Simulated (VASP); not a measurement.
Consider the following.

```xyz
1
Lattice="0.0000 1.8050 1.8050 1.8050 0.0000 1.8050 1.8050 1.8050 0.0000" Properties=species:S:1:pos:R:3 pbc="T T T"
Cu     0.0000     0.0000     0.0000
```

Computed with PBE GGA, VASP's PBE PAW potentials (set 64) (plane waves; VASP). Settings: 300 eV cut-off, 21×21×21 Γ-centred mesh, Fermi-Dirac smearing of 0.14 eV, potentials Cu.

### Question
Give the energies of bands 1 to 7 at the high-symmetry points, in eV from the Fermi level.

### Answer

```json
[
 {"band": "1", "Γ": "-9.41", "X": "-4.93", "U": "-4.35", "L": "-5.12", "W": "-4.19"},
 {"band": "2", "Γ": "-3.07", "X": "-4.47", "U": "-4.11", "L": "-3.10", "W": "-3.58"},
 {"band": "3", "Γ": "-3.07", "X": "-1.69", "U": "-2.81", "L": "-3.10", "W": "-3.58"},
 {"band": "4", "Γ": "-3.07", "X": "-1.53", "U": "-2.11", "L": "-1.67", "W": "-2.29"},
 {"band": "5", "Γ": "-2.24", "X": "-1.53", "U": "-1.73", "L": "-1.67", "W": "-1.53"},
 {"band": "6", "Γ": "-2.24", "X": "1.47", "U": "4.31", "L": "-1.04", "W": "6.19"},
 {"band": "7", "Γ": "22.61", "X": "7.11", "U": "5.72", "L": "3.75", "W": "6.19"}
]
```

It has no gap at this level: it comes out as a metal or semimetal.

The structure is a typed Cu crystal. The cell was not relaxed at this level.
